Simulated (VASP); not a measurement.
Here is a VASP 6.6.1 calculation.

INCAR

```
SYSTEM = GaB5
  ALGO = Normal
  EDIFF = 1E-6
  ENCUT = 520
  GGA = PE
  ISIF = 2
  ISMEAR = 0
  LASPH = .True.
  LCHARG = .False.
  LREAL = .False.
  LWAVE = .False.
  NBANDS = 23
  NELM = 80
  PREC = Accurate
  SIGMA = 0.1
```

Contents of KPOINTS:

```
k-points
0
Gamma
  6 6 6
  0 0 0
```

Contents of POSCAR:

```
GaB5
1.0
    0.0000000000      3.0324179100      3.0324179100
    3.0324179100      0.0000000000      3.0324179100
    3.0324179100      3.0324179100      0.0000000000
Ga B
1 5
Direct
    0.2500000000      0.2500000000      0.2500000000
    0.3971402300      0.3971402300      0.3971402300
    0.3971402300      0.3971402300      0.8085793100
    0.3971402300      0.8085793100      0.3971402300
    0.8085793100      0.3971402300      0.3971402300
    0.7500000000      0.7500000000      0.7500000000
```

Potentials or basis: VASP PAW PBE potentials, release 64 (Ga_d, B).

Command:

```sh
$ cat potpaw_PBE.64/Ga_d/POTCAR potpaw_PBE.64/B/POTCAR > POTCAR
$ mpirun -np 1 vasp_std > vasp.out
```

Question: What does it give for the largest force?

Answer: 16.445 eV/Å.

Question: Estimate the band gap on the k mesh.

Answer: None (metal or under the smearing width).

Question: Estimate the pressure.

Answer: 96.7 GPa.

Forces in eV/Å, atoms in the order of the input:
```
Ga   0.000  0.000  0.000
B    9.495  9.495  9.495
B   -9.495 -9.495  9.495
B   -9.495  9.495 -9.495
B    9.495 -9.495 -9.495
B    0.000  0.000  0.000
```

Caveat: a pressure of tens of GPa on the cell as given is suspect, and the run, the potentials or the cell itself is likely at fault; forces of over 1 eV/Å show positions far from the minimum, so gaps and moduli don't describe the material at rest.
